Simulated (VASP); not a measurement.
Here is a VASP 6.6.1 calculation.

Contents of INCAR:

```
PREC = Accurate
ENCUT = 520
EDIFF = 1E-7
ISMEAR = 0
SIGMA = 0.1
LREAL = F
LASPH = T
NELM = 100
ALGO = Normal
ISIF = 2
LWAVE = F
LCHARG = F
GGA = PS
```

KPOINTS

```
regular mesh
0
Gamma
  18 18 18
```

Contents of POSCAR:

```
Al                                      
1.0
    0.0000000000      1.9458703375      1.9458703375
    1.9458703375      0.0000000000      1.9458703375
    1.9458703375      1.9458703375      0.0000000000
  Al            
     1
Direct
     0.0000000000000000    0.0000000000000000    0.0000000000000000
```

Potentials or basis: VASP PAW PBE potentials, release 64 (Al).

Run with:

```bash
$ cat potpaw_PBE.64/Al/POTCAR > POTCAR
$ mpirun -np 1 vasp_std > vasp.out
```

Task: What does it give for the pressure?

Result: 9.5 GPa.

Task: Estimate the band gap on the k mesh.

Result: None (metal or under the smearing width).

Caveat: the PAW data sets were made with another functional, which shifts forces and pressure a little.
